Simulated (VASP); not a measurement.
Output of a VASP run:

### OUTCAR
```
 ion  position               nearest neighbor table
   1  0.000  0.000  0.000-   2 1.80   3 1.80   3 1.80   2 1.80   3 1.80   2 1.80
   2  0.333  0.667  0.196-   1 1.80   1 1.80   1 1.80
   3  0.667  0.333  0.804-   1 1.80   1 1.80   1 1.80
  LATTYP: Found a hexagonal cell.
 ALAT       =     2.6873545560
 C/A-ratio  =     1.7262428103
 Subroutine PRICEL returns:
 Original cell was already a primitive cell.
 Subroutine GETGRP returns: Found 12 space group operations
The static configuration has the point symmetry D_3d.
The dynamic configuration has the point symmetry D_3d.
 Subroutine INISYM returns: Found 12 space group operations
 Subroutine IBZKPT returns following result:
 Found     50 irreducible k-points:

 Following reciprocal coordinates:
            Coordinates               Weight
  0.000000  0.000000  0.000000      1.000000
  0.111111  0.000000  0.000000      6.000000
  0.222222  0.000000  0.000000      6.000000
  0.333333  0.000000  0.000000      6.000000
  0.444444  0.000000  0.000000      6.000000
  0.111111  0.111111  0.000000      6.000000
  0.222222  0.111111  0.000000     12.000000
  0.333333  0.111111  0.000000     12.000000
  0.444444  0.111111  0.000000      6.000000
  0.222222  0.222222  0.000000      6.000000
  0.333333  0.222222  0.000000     12.000000
  0.333333  0.333333  0.000000      2.000000
  0.000000  0.000000  0.200000      2.000000
  0.111111  0.000000  0.200000      6.000000
 -0.000000  0.111111  0.200000      6.000000
  0.222222  0.000000  0.200000      6.000000
 -0.000000  0.222222  0.200000      6.000000
  0.333333  0.000000  0.200000      6.000000
  0.000000  0.333333  0.200000      6.000000
  0.444444  0.000000  0.200000      6.000000
 -0.000000  0.444444  0.200000      6.000000
  0.111111  0.111111  0.200000     12.000000
  0.222222  0.111111  0.200000     12.000000
 -0.111111  0.333333  0.200000     12.000000
  0.333333  0.111111  0.200000     12.000000
 -0.111111  0.444444  0.200000     12.000000
  0.444444  0.111111  0.200000     12.000000
  0.222222  0.222222  0.200000     12.000000
  0.333333  0.222222  0.200000     12.000000
 -0.222222 -0.444444  0.200000     12.000000
  0.333333  0.333333  0.200000      4.000000
  0.000000  0.000000  0.400000      2.000000
  0.111111  0.000000  0.400000      6.000000
 -0.000000  0.111111  0.400000      6.000000
  0.222222  0.000000  0.400000      6.000000
 -0.000000  0.222222  0.400000      6.000000
  0.333333  0.000000  0.400000      6.000000
  0.000000  0.333333  0.400000      6.000000
  0.444444  0.000000  0.400000      6.000000
 -0.000000  0.444444  0.400000      6.000000
   k-points           NKPTS =     50   k-points in BZ     NKDIM =     50   number of bands    NBANDS=     12
   number of dos      NEDOS =    301   number of ions     NIONS =      3
   total plane-waves  NPLWV =  14400
   dimension x,y,z NGX =    20 NGY =   20 NGZ =   36
   dimension x,y,z NGXF=    40 NGYF=   40 NGZF=   72
   ions per type =               1   2
   PREC   = accura    normal or accurate (medium, high low for compatibility)
   ISTART =      0    job   : 0-new  1-cont  2-samecut
   ICHARG =      2    charge: 1-file 2-atom 10-const
   ISPIN  =      1    spin polarized calculation?
   LNONCOLLINEAR =      F non collinear calculations
   LSORBIT =      F    spin-orbit coupling
   INIWAV =      1    electr: 0-lowe 1-rand  2-diag
   ENCUT  =  520.0 eV  38.22 Ry    6.18 a.u.   5.00  5.00  8.63*2*pi/ulx,y,z
   NELM   =    100;   NELMIN=  2; NELMDL= -5     # of ELM steps
   EDIFF  = 0.1E-05   stopping-criterion for ELM
   LREAL  =      F    real-space projection
   NLSPLINE    = F    spline interpolate recip. space projectors
   LMAXMIX     =    2 max onsite mixed and CHGCAR
   VOSKOWN=      0    Vosko Wilk Nusair interpolation
   EDIFFG = -.2E-01   stopping-criterion for IOM
   NSW    =     60    number of steps for IOM
...
```

### OSZICAR
```
...
       N       E                     dE             d eps       ncg     rms          rms(c)
DAV:   1    -0.287836001922E+02   -0.46228E-03   -0.30939E-02  1200   0.174E+00    0.115E-01
DAV:   2    -0.287834153968E+02    0.18480E-03   -0.76756E-04  1360   0.290E-01    0.502E-02
DAV:   3    -0.287832480488E+02    0.16735E-03   -0.19490E-04  1292   0.156E-01    0.154E-02
DAV:   4    -0.287832735534E+02   -0.25505E-04   -0.94569E-05  1316   0.125E-01    0.684E-03
DAV:   5    -0.287832716253E+02    0.19281E-05   -0.59537E-05  1220   0.102E-01    0.270E-03
DAV:   6    -0.287832933648E+02   -0.21739E-04   -0.13236E-05  1236   0.478E-02    0.221E-03
DAV:   7    -0.287832920158E+02    0.13490E-05   -0.23004E-06  1268   0.193E-02    0.747E-04
DAV:   8    -0.287832943722E+02   -0.23564E-05   -0.51204E-07  1044   0.103E-02    0.291E-04
DAV:   9    -0.287832913784E+02    0.29938E-05   -0.48883E-07   856   0.927E-03    0.148E-04
DAV:  10    -0.287832927449E+02   -0.13665E-05   -0.34270E-08   788   0.225E-03    0.349E-05
DAV:  11    -0.287832923758E+02    0.36916E-06   -0.38752E-09   624   0.803E-04
  10 F= -.28783292E+02 E0= -.28783292E+02  d E =-.210253E-03
       N       E                     dE             d eps       ncg     rms          rms(c)
DAV:   1    -0.287847560048E+02   -0.14633E-02   -0.12349E-01  1200   0.347E+00    0.230E-01
DAV:   2    -0.287839901615E+02    0.76584E-03   -0.30552E-03  1356   0.579E-01    0.100E-01
DAV:   3    -0.287833833708E+02    0.60679E-03   -0.78152E-04  1268   0.312E-01    0.307E-02
DAV:   4    -0.287834120461E+02   -0.28675E-04   -0.38539E-04  1332   0.253E-01    0.137E-02
DAV:   5    -0.287834776664E+02   -0.65620E-04   -0.24855E-04  1220   0.207E-01    0.543E-03
DAV:   6    -0.287835278135E+02   -0.50147E-04   -0.54769E-05  1228   0.967E-02    0.440E-03
DAV:   7    -0.287835368613E+02   -0.90479E-05   -0.97513E-06  1280   0.398E-02    0.148E-03
DAV:   8    -0.287835402206E+02   -0.33593E-05   -0.22267E-06  1372   0.213E-02    0.568E-04
DAV:   9    -0.287835365232E+02    0.36974E-05   -0.19630E-06  1180   0.193E-02    0.316E-04
DAV:  10    -0.287835392156E+02   -0.26924E-05   -0.10839E-07   936   0.455E-03    0.985E-05
DAV:  11    -0.287835384811E+02    0.73447E-06   -0.15278E-08   660   0.165E-03
  11 F= -.28783538E+02 E0= -.28783538E+02  d E =-.456358E-03
       N       E                     dE             d eps       ncg     rms          rms(c)
DAV:   1    -0.287885517223E+02   -0.50125E-02   -0.49188E-01  1200   0.692E+00    0.458E-01
DAV:   2    -0.287855002866E+02    0.30514E-02   -0.12118E-02  1336   0.115E+00    0.200E-01
DAV:   3    -0.287831894299E+02    0.23109E-02   -0.31484E-03  1256   0.632E-01    0.610E-02
DAV:   4    -0.287831655197E+02    0.23910E-04   -0.15524E-03  1320   0.514E-01    0.274E-02
DAV:   5    -0.287836047651E+02   -0.43925E-03   -0.10593E-03  1212   0.434E-01    0.110E-02
DAV:   6    -0.287837070012E+02   -0.10224E-03   -0.23108E-04  1244   0.197E-01    0.875E-03
DAV:   7    -0.287837838087E+02   -0.76807E-04   -0.44539E-05  1276   0.855E-02    0.291E-03
DAV:   8    -0.287837827067E+02    0.11020E-05   -0.98658E-06  1424   0.446E-02    0.112E-03
DAV:   9    -0.287837853782E+02   -0.26715E-05   -0.87714E-06  1284   0.409E-02    0.663E-04
DAV:  10    -0.287837914416E+02   -0.60634E-05   -0.39296E-07   996   0.880E-03    0.220E-04
DAV:  11    -0.287837902105E+02    0.12311E-05   -0.61372E-08   928   0.327E-03    0.122E-04
DAV:  12    -0.287837908185E+02   -0.60798E-06   -0.14714E-08   660   0.143E-03
  12 F= -.28783791E+02 E0= -.28783791E+02  d E =-.708695E-03
```

### OUTCAR
```
------------------------ aborting loop because EDIFF is reached ----------------------------------------
  FORCE on cell =-STRESS in cart. coord.  units (eV):
  Direction    XX          YY          ZZ          XY          YZ          ZX
  --------------------------------------------------------------------------------------
  Total       -0.0464358     -0.0464358     -0.0122967      0.0000000     -0.0000000     -0.0000000
  in kB       -2.5381267     -2.5381278     -0.6721226      0.0000006     -0.0000000     -0.0000000
  external PRESSURE =      -1.9161257 kB  Pullay stress =       0.0000000 kB
  volume of cell :       29.31
      direct lattice vectors                 reciprocal lattice vectors
     2.679064977 -0.000000006 -0.000000000     0.373264557  0.215504429 -0.000000000
    -1.339533000  2.320138823  0.000000000     0.000000001  0.431008693 -0.000000000
     0.000000000  0.000000000  4.715775160     0.000000000  0.000000000  0.212054215
 POSITION                                       TOTAL-FORCE (eV/Angst)
 -----------------------------------------------------------------------------------
     -0.00000      0.00000      0.00000        -0.000000     -0.000000      0.000000
     -0.00000      1.54676      0.90114        -0.000000     -0.000000     -0.014653
      1.33953      0.77338      3.81464         0.000000      0.000000      0.014653
 -----------------------------------------------------------------------------------
    total drift:                               -0.000000      0.000000      0.000000
  FREE ENERGIE OF THE ION-ELECTRON SYSTEM (eV)
  ---------------------------------------------------
  free  energy   TOTEN  =       -28.7837908185 eV

  energy  without entropy=      -28.7837908185  energy(sigma->0) =      -28.78379082

 reached required accuracy - stopping structural energy minimisation
```
(Selected blocks of OUTCAR.)

**POSCAR**
```
SiO2
1
    2.6873545560    -0.0000000076    -0.0000000000
   -1.3436777926     2.3273178153     0.0000000000
   -0.0000000000     0.0000000000     4.6390264811
Si O
1 2
Direct
  0.0000000000   0.0000000000   0.0000000000
  0.3333330000   0.6666670000   0.1961675374
  0.6666670000   0.3333330000   0.8038324626
```

Problem. Write an INCAR and KPOINTS that could have produced this output.

Solution. This is not unique; one that fits is the input of the run itself, r2SCAN meta-GGA, plane waves, VASP's PBE PAW potentials (set 64).

**KPOINTS**
```
kpoints
0
gamma
9 9 5
0 0 0
```

### INCAR
```
SYSTEM = SiO2
PREC = Accurate
ENCUT = 520
EDIFF = 1E-6
NELM = 100
ALGO = Normal
LREAL = .FALSE.
LASPH = .TRUE.
ISMEAR = 0
SIGMA = 0.05
METAGGA = R2SCAN
LMIXTAU = .TRUE.
LWAVE = .FALSE.
LCHARG = .FALSE.
IBRION = 2
ISIF = 3
NSW = 60
EDIFFG = -0.02
```

POTCAR, in this order: Si O (PBE.64 set). Program: vasp_std.

The structure was generated: SiO2 was put into the CdI2 type (P-3m1), which need not be its known phase. This run relaxes it. Symmetry was kept, so distortions that lower it aren't found. The start is the result of an earlier pass.
